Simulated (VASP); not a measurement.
Computed with PBE GGA, VASP's PBE PAW potentials (set 64) (plane waves; VASP).

Input for VASP

File KPOINTS:
```
Automatic mesh
0
Gamma
  9 9 9
0 0 0
```

POSCAR:
```
FeAl
1
    2.9100000000     0.0000000000     0.0000000000
    0.0000000000     2.9100000000     0.0000000000
    0.0000000000     0.0000000000     2.9100000000
Al Fe
1 1
Direct
  0.5000000000   0.5000000000   0.5000000000
  0.0000000000   0.0000000000   0.0000000000
```

INCAR:
```
SYSTEM = FeAl
PREC = Accurate
ENCUT = 400
EDIFF = 1E-6
NELM = 100
ALGO = Normal
LREAL = .FALSE.
LASPH = .TRUE.
ISMEAR = 1
SIGMA = 0.1
GGA = PE
LMAXMIX = 4
LWAVE = .FALSE.
LCHARG = .FALSE.
ISIF = 2
```

POTCAR, in this order: Al Fe (PBE.64 set). Program: vasp_std.

Question: What does the run give for the energy per atom (σ→0), pressure, band gap (on the k-mesh)?

Answer: 
energy per atom (σ→0): -6.301 eV/atom
band gap (on the k-mesh): none (metal, semimetal or under 0.01 eV)
pressure: -7.46 GPa

**OSZICAR**
```
...
DAV:   6    -0.169410448123E+02   -0.23838E+01   -0.79645E+01   709   0.136E+02    0.193E+01
DAV:   7    -0.126424816776E+02    0.42986E+01   -0.40081E+01   704   0.852E+01    0.250E+00
DAV:   8    -0.126180389234E+02    0.24443E-01   -0.21510E-01   660   0.545E+00    0.151E+00
DAV:   9    -0.126032841601E+02    0.14755E-01   -0.58315E-02   741   0.378E+00    0.386E-01
DAV:  10    -0.126028302996E+02    0.45386E-03   -0.95275E-04   789   0.383E-01    0.164E-01
DAV:  11    -0.126028009670E+02    0.29333E-04   -0.56187E-05   764   0.972E-02    0.201E-02
DAV:  12    -0.126028005089E+02    0.45809E-06   -0.63676E-06   682   0.394E-02
   1 F= -.12602801E+02 E0= -.12602908E+02  d E =0.321448E-03
```

The compound is FeAl in the CsCl type structure. The cell was not relaxed at this level. The run is not spin-polarised, so no magnetic state was tried. The electron count is odd and the run is not spin-polarised, which forces a metal.
